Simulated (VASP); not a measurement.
Level of theory: rev-vdW-DF2, VASP's PBE PAW potentials (set 64) (plane waves; VASP).

The input files of a VASP run:

INCAR:
```
ENCUT = 520
ISMEAR = 1   # Methfessel-Paxton
ISIF = 2   # forces and stress, cell fixed
SIGMA = 0.1   # width (eV)
LUSE_VDW = T
PREC = Accurate
SYSTEM = GaSb
ALGO = Normal   # blocked Davidson
GGA = MK
LMAXMIX = 4   # l cut-off of mixed one-centre charges
ZAB_VDW = -1.8867
LWAVE = F
EDIFF = 1E-7   # SCF stop (eV)
PARAM1 = 0.1234568
LREAL = F
NELM = 100   # most electronic steps
LASPH = T   # aspherical one-centre terms
PARAM2 = 0.7114
LCHARG = F
AGGAC = 0.0
```

### POSCAR
```
GaSb
3.1489450
  0.0000000000   0.9999999906   0.9999999906
  0.9999999906   0.0000000000   0.9999999906
  0.9999999906   0.9999999906   0.0000000000
Ga Sb
1 1
Cart
  0.0000000000   0.0000000000   0.0000000000
  0.4999999953   0.4999999953   0.4999999953
```

**KPOINTS**
```
kpoints
0
gamma
10 10 10
```

POTCAR, in this order: Ga_d Sb (PBE.64 set). Program: vasp_std.

Unless said otherwise, spin-orbit coupling is left out, though it shifts the bands of the heavy elements here.

Task: Predict the energy per atom (σ→0), pressure, band gap (on the k-mesh).

Result: 
```json
{
  "energy per atom (σ→0)": "-1.294 eV/atom",
  "band gap (on the k-mesh)": "none (metal, semimetal or under 0.01 eV)",
  "pressure": "-24.1 kbar"
}
```

OSZICAR:
```
...
DAV:   8    -0.258689119353E+01   -0.95395E-04   -0.39352E-03  1572   0.862E-01    0.638E-02
DAV:   9    -0.258707175185E+01   -0.18056E-03   -0.37341E-04  1336   0.213E-01    0.254E-02
DAV:  10    -0.258709363256E+01   -0.21881E-04   -0.27145E-05  1417   0.397E-02    0.659E-03
DAV:  11    -0.258709793348E+01   -0.43009E-05   -0.59160E-06  1252   0.251E-02    0.397E-03
DAV:  12    -0.258709827732E+01   -0.34384E-06   -0.43931E-07  1472   0.538E-03    0.975E-04
DAV:  13    -0.258709816615E+01    0.11117E-06   -0.39093E-08   821   0.262E-03    0.199E-04
DAV:  14    -0.258709818047E+01   -0.14325E-07   -0.51585E-09   651   0.907E-04
   1 F= -.25870982E+01 E0= -.25871845E+01  d E =0.259075E-03
```

The compound is GaSb in the zinc blende structure. This cell is one point of a volume scan, at 1.06 of the reference volume.
